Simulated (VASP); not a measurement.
The system is MgZr2O3.

```
CELL_PARAMETERS angstrom
2.56380 1.48021 3.65489
-2.56380 1.48021 3.65489
0.00000 -2.96042 3.65489
ATOMIC_POSITIONS crystal
Mg 0.00000 0.00000 0.00000
Zr 0.66707 0.66707 0.66707
Zr 0.33293 0.33293 0.33293
O 0.50000 0.50000 0.50000
O 0.13691 0.13691 0.13691
O 0.86309 0.86309 0.86309
```

The cell was built by a generator and needn't be a form met in nature.

| Quantity | Value |
| --- | --- |
| Program | VASP 6.6.1 |
| Task | relaxation of cell and atoms |
| Functional | PBE |
| Potentials or basis | VASP PAW PBE potentials, release 64 (Mg, Zr_sv, O) |
| Cutoff | 520 eV |
| k mesh | 4 × 4 × 4 |
| Occupations | gaussian, width 0.15 eV |
| Spin | no spin polarisation |

At the start: pressure 49.3 GPa; volume 13.87 Å³/atom.

**Question.** Where does the relaxation end?

**Answer.** Over 24 steps the energy falls by 1037.3 meV/atom and the volume is 19.44 Å³/atom (+40.2 %); space group R-3m (No. 166, to 0.05 Å).

The path:
```csv
step,energy change (eV),largest force (eV/Å),pressure (GPa),volume (Å³)
1,0.0000,14.6337,49.28,83.22
2,145.0267,24.4812,-12.53,142.33
3,52.4349,2.9340,-2.75,114.78
4,4.4433,6.2283,-0.23,116.18
5,-1.7571,0.5047,-7.52,115.46
6,6.2815,34.6349,69.23,99.51
7,-3.2202,4.6159,2.00,111.39
8,-3.2663,5.5176,4.74,110.77
9,-5.5835,4.3897,10.44,109.08
10,-5.5751,4.2278,12.79,108.76
11,-5.1932,3.5905,-6.44,121.25
12,-6.0690,1.7838,2.24,113.31
13,-6.0706,1.6964,2.61,113.10
14,-6.0708,1.6456,2.77,113.00
15,-6.1597,0.4067,-0.82,115.35
16,-6.1598,0.3855,-0.85,115.39
17,-6.1962,0.8261,1.10,115.56
18,-6.1964,0.8225,0.83,115.55
19,-6.2215,0.2309,0.16,116.45
20,-6.2232,0.1189,-0.02,116.68
21,-6.2233,0.1073,0.16,116.74
22,-6.2232,0.1000,-0.12,116.83
23,-6.2233,0.0989,-0.05,116.76
24,-6.2237,0.0082,-0.05,116.65
```

Final structure:
```
Mg Zr O
1.0
     2.95472    1.70591    3.85707
    -2.95472    1.70591    3.85707
     0.00000   -3.41181    3.85707
Mg Zr O
1 2 3
Direct
  0.00000 0.00000 0.00000
  0.67278 0.67278 0.67278
  0.32722 0.32722 0.32722
  0.50000 0.50000 0.50000
  0.16139 0.16139 0.16139
  0.83861 0.83861 0.83861
```

Caveat: the k mesh is coarse (spacing up to 0.38 Å⁻¹), so the values aren't converged; the volume moved by over 15 % at a fixed basis, so the end points are rough.
